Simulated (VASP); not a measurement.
In2WSe3:

```
In W Se
1.0
     4.12702    0.00000    0.00000
     0.00000    4.12702    0.00000
     0.00000    0.00000    9.09221
In W Se
2 1 3
Direct
  0.00000 0.50000 0.73150
  0.50000 0.00000 0.26850
  0.00000 0.00000 0.00000
  0.00000 0.50000 0.38350
  0.50000 0.00000 0.61650
  0.50000 0.50000 0.00000
```

The cell was built by a generator and needn't be a form met in nature.

| Item | Value |
| --- | --- |
| Program | VASP 6.6.1 |
| Task | relaxation of cell and atoms |
| Functional | PBE |
| Potentials or basis | VASP PAW PBE potentials, release 64 (In_d, W_sv, Se) |
| Cutoff | 520 eV |
| k mesh | 4 × 4 × 2 |
| Occupations | gaussian, width 0.15 eV |
| Spin | no spin polarisation |

At the start: pressure -9.1 GPa; volume 25.81 Å³/atom.

**Question.** Where does the relaxation end?

**Answer.** Over 24 steps the energy falls by 253.4 meV/atom and the volume is 23.41 Å³/atom (-9.3 %); space group P-4m2 (No. 115, to 0.05 Å).

The path:
| step | energy change (eV) | largest force (eV/Å) | pressure (GPa) | volume (Å³) |
| --- | --- | --- | --- | --- |
| 1 | 0.0000 | 0.5861 | -9.09 | 154.86 |
| 2 | -1.0304 | 0.4981 | 3.81 | 124.20 |
| 3 | -1.0640 | 0.5568 | 1.08 | 127.71 |
| 4 | -1.0627 | 0.5197 | 1.98 | 127.20 |
| 5 | -1.2547 | 0.2738 | 2.73 | 127.12 |
| 6 | -1.3044 | 0.2123 | 4.15 | 126.90 |
| 7 | -1.4037 | 0.2198 | -1.28 | 136.89 |
| 8 | -1.4070 | 0.1851 | -0.44 | 135.16 |
| 9 | -1.4070 | 0.2033 | -0.51 | 135.33 |
| 10 | -1.4278 | 0.2214 | -0.25 | 135.88 |
| 11 | -1.4489 | 0.3803 | 0.59 | 137.36 |
| 12 | -1.4503 | 0.3849 | 0.27 | 137.02 |
| 13 | -1.4695 | 0.2457 | -0.19 | 138.64 |
| 14 | -1.4812 | 0.1744 | -1.03 | 140.80 |
| 15 | -1.4957 | 0.1560 | -0.99 | 139.86 |
| 16 | -1.4830 | 0.0968 | 1.91 | 137.01 |
| 17 | -1.5011 | 0.1307 | 0.50 | 138.72 |
| 18 | -1.5089 | 0.1554 | 1.00 | 138.98 |
| 19 | -1.5094 | 0.1599 | 0.34 | 139.02 |
| 20 | -1.5101 | 0.1645 | 0.57 | 139.10 |
| 21 | -1.5135 | 0.1780 | -0.38 | 140.67 |
| 22 | -1.5135 | 0.1789 | -0.44 | 140.69 |
| 23 | -1.5184 | 0.1058 | -0.44 | 140.59 |
| 24 | -1.5204 | 0.0575 | -0.23 | 140.49 |

Final structure:
```xyz
6
Lattice="3.6783 0.0000 0.0000 0.0000 3.6783 0.0000 0.0000 0.0000 10.3835" Properties=species:S:1:pos:R:3 pbc="T T T"
In    0.0000    1.8391    7.7211
In    1.8391    0.0000    2.6624
W     0.0000    0.0000   10.3835
Se    3.6783    1.8391    3.7172
Se    1.8391    3.6783    6.6662
Se    1.8391    1.8391   10.3835
```

Caveat: the k mesh is coarse (spacing up to 0.38 Å⁻¹), so the values aren't converged; this functional lacks dispersion, which binds the layers, so the pressure and a relaxed spacing across them are unreliable.
